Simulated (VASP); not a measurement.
Level of theory: PBE GGA, VASP's PBE PAW potentials (set 64) (plane waves; VASP).

VASP ran on this input.

POSCAR:
```
NiO
1
    4.1866556993     2.0890034147     2.0890034147
    2.0890034147     4.1866556993     2.0890034147
    2.0890034147     2.0890034147     4.1866556993
Ni O
2 2
Direct
  0.0000000000   0.0000000000   0.0000000000
  0.5000000000   0.5000000000   0.5000000000
  0.2500000000   0.2500000000   0.2500000000
  0.7500000000   0.7500000000   0.7500000000
```

KPOINTS:
```
k-points along high-symmetry lines
12
Line-mode
Reciprocal
  0.000000   0.000000   0.000000 ! GAMMA
  0.500000   0.500000   0.500000 ! T

  0.500000   0.500000   0.500000 ! T
  0.812500   0.187500   0.500000 ! H_2

  0.500000  -0.187500   0.187500 ! H_0
  0.500000  -0.000000  -0.000000 ! L

  0.500000  -0.000000  -0.000000 ! L
  0.000000   0.000000   0.000000 ! GAMMA

  0.000000   0.000000   0.000000 ! GAMMA
  0.343750  -0.343750   0.000000 ! S_0

  0.656250   0.000000   0.343750 ! S_2
  0.500000   0.000000   0.500000 ! F

  0.500000   0.000000   0.500000 ! F
  0.000000   0.000000   0.000000 ! GAMMA
```

**INCAR**
```
ALGO=Normal
EDIFF=1E-6
ENCUT=520
GGA=PE
ICHARG=11
ISMEAR=0
ISPIN=2
LASPH=.TRUE.
LCHARG=.FALSE.
LMAXMIX=4
LORBIT=10
LREAL=.FALSE.
LWAVE=.FALSE.
MAGMOM=1.4 -1.4 2*0.0
NELM=100
PREC=Accurate
SIGMA=0.05
SYSTEM=NiO
```

POTCAR, in this order: Ni O (PBE.64 set). Program: vasp_std. Read from the step before: CHGCAR.

Output of the run:

**OSZICAR**
```
       N       E                     dE             d eps       ncg     rms          rms(c)
DAV:   1     0.237561954299E+03    0.23756E+03   -0.16226E+04  6808   0.216E+03
DAV:   2     0.220040058056E+01   -0.23536E+03   -0.22270E+03  7080   0.410E+02
DAV:   3    -0.218726655840E+02   -0.24073E+02   -0.22627E+02  7532   0.143E+02
DAV:   4    -0.226067372425E+02   -0.73407E+00   -0.73152E+00  7472   0.258E+01
DAV:   5    -0.226257394317E+02   -0.19002E-01   -0.18998E-01  8228   0.401E+00
DAV:   6    -0.226265369062E+02   -0.79747E-03   -0.79735E-03  8292   0.737E-01
DAV:   7    -0.226265722185E+02   -0.35312E-04   -0.35312E-04  9092   0.131E-01
DAV:   8    -0.226265730425E+02   -0.82394E-06   -0.82392E-06  5688   0.148E-02
   1 F= -.22626573E+02 E0= -.22626573E+02  d E =-.222853E-11  mag=     0.0000
```

### OUTCAR
```



 magnetization (x)

# of ion       s       p       d       tot
------------------------------------------
    1       -0.005  -0.013   1.304   1.286
    2        0.005   0.013  -1.304  -1.286
    3        0.000   0.000   0.000   0.000
    4        0.000   0.000   0.000   0.000
--------------------------------------------------
tot          0.000   0.000   0.000   0.000
```
(Selected blocks of OUTCAR.)

**OUTCAR**
```
 val. band max:        7.1846040485   @ k =   0.2273   0.0000   0.2273

 cond. band min:       8.4002161541   @ k =   0.2500  -0.2500   0.0000



 spin component 1

 k-point     1 :       0.0000    0.0000    0.0000
  band No.  band energies     occupation
      1     -12.3650      1.00000
      2     -10.9933      1.00000
      3      -0.2079      1.00000
      4       2.3291      1.00000
      5       2.3292      1.00000
      6       4.9652      1.00000
      7       4.9652      1.00000
      8       4.9932      1.00000
      9       5.3744      1.00000
     10       5.3744      1.00000
     11       5.4790      1.00000
     12       5.7037      1.00000
     13       5.7038      1.00000
     14       6.6264      1.00000
     15       6.6266      1.00000
     16       6.9015      1.00000
     17       9.2565      0.00000
     18       9.2568      0.00000
     19       9.3790      0.00000
     20      13.3782      0.00000

 k-point     2 :       0.0455    0.0455    0.0455
  band No.  band energies     occupation
      1     -12.3591      1.00000
      2     -11.0018      1.00000
      3      -0.1883      1.00000
      4       2.3353      1.00000
      5       2.3354      1.00000
      6       4.9119      1.00000
      7       4.9119      1.00000
      8       4.9169      1.00000
      9       5.3766      1.00000
     10       5.3767      1.00000
     11       5.5147      1.00000
     12       5.7567      1.00000
     13       5.7567      1.00000
     14       6.6249      1.00000
     15       6.6250      1.00000
     16       6.8954      1.00000
     17       9.2484      0.00000
     18       9.2487      0.00000
     19       9.4207      0.00000
     20      13.3755      0.00000

 k-point     3 :       0.0909    0.0909    0.0909
  band No.  band energies     occupation
      1     -12.3414      1.00000
      2     -11.0268      1.00000
      3      -0.1296      1.00000
      4       2.3539      1.00000
...
```

The density is held fixed in this step, so its total energy and stress have no physical meaning.

The compound is NiO in the rock salt, AFM-II order structure. It was relaxed first.
